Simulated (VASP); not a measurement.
Given:

```
CELL_PARAMETERS angstrom
      1.66506    -2.88397     0.00000
      1.66506     2.88397     0.00000
      0.00000     0.00000    13.22379
ATOMIC_POSITIONS crystal
  W  0.33333 0.66667 0.25000
  W  0.66667 0.33333 0.75000
  Se 0.33333 0.66667 0.87754
  Se 0.66667 0.33333 0.37754
  Se 0.66667 0.33333 0.12246
  Se 0.33333 0.66667 0.62246
```

Calculation: optB88-vdW, VASP's PBE PAW potentials (set 64) (plane waves; VASP). Numerical set-up: 520 eV cut-off, 9×9×2 Γ-centred mesh, tetrahedra with Blöchl corrections, potentials W_sv Se.

The cores are frozen, which limits the accuracy of field gradients.

### Question
Give the principal components of the electric field gradient (V/Å²) and the asymmetry η at each nucleus.

### Answer

```tsv
atom	Vxx	Vyy	Vzz	η
W1	76.8	76.8	-153.7	0.00
W2	76.8	76.8	-153.7	0.00
Se3	35.2	35.2	-70.5	0.00
Se4	35.2	35.2	-70.5	0.00
Se5	35.2	35.2	-70.5	0.00
Se6	35.2	35.2	-70.5	0.00
```

The compound is WSe2 in the 2H layered structure. It was relaxed first, which changed the volume by +5 %.
